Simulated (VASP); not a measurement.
An input for Quantum ESPRESSO's pw.x (written as the equivalent of a VASP run, and not itself run):

```
&CONTROL
  calculation = 'vc-relax'
  pseudo_dir = './pseudo'
  outdir = './out'
  tprnfor = .true.
  tstress = .true.
  nstep = 60
  forc_conv_thr = 0.00039
/
&SYSTEM
  ibrav = 0
  nat = 3
  ntyp = 2
  ecutwfc = 72
  occupations = 'smearing'
  smearing = 'gaussian'
  degauss = 0.003675
  input_dft = 'pbesol'
/
&ELECTRONS
  conv_thr = 7.3e-08
  electron_maxstep = 100
/
&IONS
/
&CELL
/
ATOMIC_SPECIES
  Sn 118.710 Sn.upf
  S 32.060 S.upf
CELL_PARAMETERS angstrom
     1.8250000   -3.1609930    0.0000000
     1.8250000    3.1609930    0.0000000
     0.0000000    0.0000000    5.9000000
ATOMIC_POSITIONS crystal
  Sn   0.0000000  0.0000000  0.0000000
  S    0.3333330  0.6666670  0.2500000
  S    0.6666670  0.3333330  0.7500000
K_POINTS automatic
  8 8 4 0 0 0
```

Task: Write the VASP files for the same calculation (PBEsol).

Result: This is not unique; one that fits is 
KPOINTS:
```
Automatic mesh
0
Gamma
8 8 4
0 0 0
```

### POSCAR
```
SnS2
1.0
  1.8250000000  -3.1609930000   0.0000000000
  1.8250000000   3.1609930000   0.0000000000
  0.0000000000   0.0000000000   5.9000000000
Sn S
1 2
Cart
  0.0000000000   0.0000000000   0.0000000000
  1.8250000000   1.0536664407   1.4750000000
  1.8250000000  -1.0536664407   4.4250000000
```

### INCAR
```
LMAXMIX = 4   ! l cut-off of mixed one-centre charges
EDIFFG = -0.01
GGA = PS   ! PBEsol
PREC = Accurate
ALGO = Normal
LCHARG = .FALSE.
SYSTEM = SnS2
IBRION = 2
NELM = 100
LREAL = .FALSE.   ! projection in real space or not
ISMEAR = 0   ! Gaussian
ISIF = 3
EDIFF = 1E-6
LASPH = .TRUE.
SIGMA = 0.05   ! width (eV)
ENCUT = 400
LWAVE = .FALSE.
NSW = 60   ! most ionic steps
```

POTCAR, in this order: Sn_d S (PBE.64 set). Program: vasp_std.

What does not carry over: the potentials are each code's own (VASP's PAW set, PseudoDojo norm-conserving files in pw.x), so ENCUT and ecutwfc are chosen apart and not converted; conv_thr bounds pw.x's estimated SCF error, while EDIFF bounds the energy change between steps; forc_conv_thr acts on force components and is met together with etot_conv_thr.

The compound is SnS2 in the 1T layered structure. This run relaxes it. Symmetry was kept, so distortions that lower it aren't found.
